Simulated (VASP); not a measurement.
A run of VASP 6.6.1 is set up as follows.

Contents of POSCAR:

```
Al3GaO6                                 
1.0
   -2.4153042265      4.1834296594      0.0000000000
   -4.8306084798      0.0000000098      0.0000000000
   -2.4153042321      1.3944765531      4.3716919361
  Ga              Al              O             
     1     3     6
Direct
     0.3584553485400548    0.3584553485400624    0.9246339543798061
     0.1510008734634190    0.1510008734634231    0.5469973796097167
     0.8520903584337548    0.8520903584337540    0.4437289246987463
     0.6466784243791410    0.6466784243791397    0.0599647268625758
     0.2513801150341792    0.5559304624633238    0.2583475645513542
     0.4431082011951128    0.0419857267945468    0.7498774402650310
     0.5559304624633096    0.9343418579511665    0.2583475645513552
     0.9343418579511578    0.2513801150341553    0.2583475645513550
     0.0419857267945400    0.7650286317453077    0.7498774402650304
     0.7650286317453313    0.4431082011951204    0.7498774402650293
```

INCAR.step1

```
ALGO     = Normal         # electronic algorithm
EDIFF    = 1E-5           # SCF threshold, eV
ENCUT    = 520            # plane-wave cutoff, eV
GGA      = PE             # functional
ISIF     = 2              # what is computed and relaxed
ISMEAR   = 0              # smearing method
KPAR     = 8            
LASPH    = True           # aspherical terms in the spheres
LCHARG   = False          # write CHGCAR
LREAL    = False          # projectors in reciprocal space
LWAVE    = True           # write WAVECAR
NELM     = 60             # most SCF steps
PREC     = Accurate       # precision mode
SIGMA    = 0.02           # smearing width, eV
```

Contents of INCAR.step2:

```
ALGO     = Normal         # electronic algorithm
EDIFF    = 1E-6           # SCF threshold, eV
ENCUT    = 520            # plane-wave cutoff, eV
GGA      = PE             # functional
HFSCREEN = 0.2            # screening, 1/A
ISIF     = 2              # what is computed and relaxed
ISMEAR   = 0              # smearing method
ISTART   = 1            
KPAR     = 8            
LASPH    = True           # aspherical terms in the spheres
LCHARG   = False          # write CHGCAR
LHFCALC  = True           # exact exchange
LREAL    = False          # projectors in reciprocal space
LWAVE    = False          # write WAVECAR
NELM     = 60             # most SCF steps
PREC     = Accurate       # precision mode
PRECFOCK = Fast         
SIGMA    = 0.02           # smearing width, eV
```

The input KPOINTS:

```
k-points
0
Gamma
  4 4 4
```

Contents of KPOINTS_OPT:

```
path GLB1,BZGX,QFP1Z,LP
10
line-mode
reciprocal
 0.0000000000  0.0000000000  0.0000000000  G
 0.0000000000 -0.5000000000  0.0000000000  L

 0.0000000000 -0.5000000000  0.0000000000  L
 0.4675393899 -0.2662303051  0.2337696949  B1

 0.2662303051 -0.2662303051  0.5000000000  B
 0.0000000000  0.0000000000  0.5000000000  Z

 0.0000000000  0.0000000000  0.5000000000  Z
 0.0000000000  0.0000000000  0.0000000000  G

 0.0000000000  0.0000000000  0.0000000000  G
 0.3668848475 -0.3668848475  0.0000000000  X

 0.3668848475 -0.2662303051  0.3668848475  Q
 0.5000000000  0.0000000000  0.5000000000  F

 0.5000000000  0.0000000000  0.5000000000  F
 0.3993454576  0.0000000000  0.6331151525  P1

 0.3993454576  0.0000000000  0.6331151525  P1
 0.0000000000  0.0000000000  0.5000000000  Z

 0.0000000000 -0.5000000000  0.0000000000  L
 0.0000000000 -0.3993454576  0.3668848475  P
```

Potentials or basis: VASP PAW PBE potentials, release 64 (Ga_d, Al, O).

Command:

```bash
$ cat potpaw_PBE.64/Ga_d/POTCAR potpaw_PBE.64/Al/POTCAR potpaw_PBE.64/O/POTCAR > POTCAR
$ cp INCAR.step1 INCAR
$ mpirun -np 8 vasp_std > vasp.out
$ cp INCAR.step2 INCAR
$ mpirun -np 8 vasp_std > vasp.out
```

Estimate the band gap on the k mesh.

6.80 eV, direct.

Predict the band gap along the path.

6.73 eV, indirect (least direct gap 6.80 eV).

Stress tensor (GPa, compression positive):
```
-2.48  0.00  0.00
 0.00 -2.48  0.00
 0.00  0.00 -1.69
```

Caveat: the PAW data sets were made with another functional, which shifts forces and pressure a little.
